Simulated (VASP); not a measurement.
The system is Be3Se2S.

```
Be Se S
1.0
    -2.59254    2.59254    4.20692
     2.59254   -2.59254    4.20692
     2.59254    2.59254   -4.20692
Be Se S
3 2 1
Direct
  0.50000 0.00000 0.50000
  0.00000 0.50000 0.50000
  0.50000 0.50000 0.00000
  0.26826 0.26826 0.00000
  0.73174 0.73174 0.00000
  0.00000 0.00000 0.00000
```

The cell was built by a generator and needn't be a form met in nature.

```yaml
Program: VASP 6.6.1
Task: relaxation of cell and atoms
Functional: PBE
Potentials_or_basis: VASP PAW PBE potentials, release 64 (Be, Se, S)
Cutoff: 520 eV
k_mesh: 4 × 4 × 4
Occupations: gaussian, width 0.15 eV
Spin: no spin polarisation
```

At the start: pressure 2.6 GPa; volume 18.85 Å³/atom.

Q: Where does the relaxation end?

A: Over 21 steps the energy falls by 749.1 meV/atom and the volume is 19.70 Å³/atom (+4.5 %); space group I4/mmm (No. 139, to 0.05 Å).

The path:
| step | energy change (eV) | largest force (eV/Å) | pressure (GPa) | volume (Å³) |
| --- | --- | --- | --- | --- |
| 1 | 0.0000 | 1.3884 | 2.65 | 113.10 |
| 2 | -1.7172 | 2.1654 | -6.18 | 117.15 |
| 3 | -2.1228 | 3.0318 | -9.00 | 118.94 |
| 4 | -3.5945 | 2.8646 | -3.79 | 104.34 |
| 5 | -3.7778 | 2.4195 | 0.64 | 98.83 |
| 6 | -4.1166 | 1.3398 | 7.33 | 97.41 |
| 7 | -4.2288 | 0.2878 | 4.49 | 97.86 |
| 8 | -4.3507 | 0.3156 | 0.94 | 104.21 |
| 9 | -4.3640 | 0.3366 | -0.35 | 107.16 |
| 10 | -4.4023 | 0.4093 | -0.38 | 108.09 |
| 11 | -4.4524 | 0.5543 | -0.33 | 110.49 |
| 12 | -4.4733 | 0.0016 | 0.79 | 110.76 |
| 13 | -4.4734 | 0.0501 | 0.91 | 110.78 |
| 14 | -4.4805 | 0.0776 | 0.72 | 112.24 |
| 15 | -4.4857 | 0.2432 | -0.09 | 116.70 |
| 16 | -4.4911 | 0.0434 | -0.34 | 117.91 |
| 17 | -4.4919 | 0.1187 | -0.66 | 118.99 |
| 18 | -4.4920 | 0.0899 | -0.66 | 118.83 |
| 19 | -4.4919 | 0.0194 | -0.52 | 118.37 |
| 20 | -4.4920 | 0.0636 | -0.62 | 118.66 |
| 21 | -4.4944 | 0.0397 | -0.38 | 118.23 |

Final structure:
```
Be Se S
1.0
    -2.20628    2.20628    6.07198
     2.20628   -2.20628    6.07198
     2.20628    2.20628   -6.07198
Be Se S
3 2 1
Direct
  0.50000 0.00000 0.50000
  0.00000 0.50000 0.50000
  0.50000 0.50000 0.00000
  0.34077 0.34077 0.00000
  0.65923 0.65923 0.00000
  0.00000 0.00000 0.00000
```

Caveat: the k mesh is coarse (spacing up to 0.43 Å⁻¹), so the values aren't converged.
